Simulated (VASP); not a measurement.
```xyz
4
Lattice="4.0786 0.0000 0.0000 -2.0393 3.5322 0.0000 0.0000 0.0000 6.7038" Properties=species:S:1:pos:R:3 pbc="T T T"
Sc     0.0000     2.3548     0.0015
Sc     2.0393     1.1774     3.3534
S      0.0000     2.3548     2.5125
S      2.0393     1.1774     5.8644
```

Method: PBE GGA, VASP's PBE PAW potentials (set 64) (plane waves; VASP). Settings: 400 eV cut-off, 10×10×5 Γ-centred mesh, tetrahedra with Blöchl corrections, potentials Sc_sv S.

Q: Predict the energy per atom (σ→0), band gap (on the k-mesh) with the smallest direct gap where there is one.

A: 
The band gap (on the k-mesh) is none (metal, semimetal or under 0.01 eV) and the energy per atom (σ→0) is -6.628 eV/atom.

Only differences to runs with the same potentials and settings are physical.

The structure was generated: ScS was put into the wurtzite type (P6_3mc), which need not be its known phase. It was relaxed first, which changed the volume by -25 %.
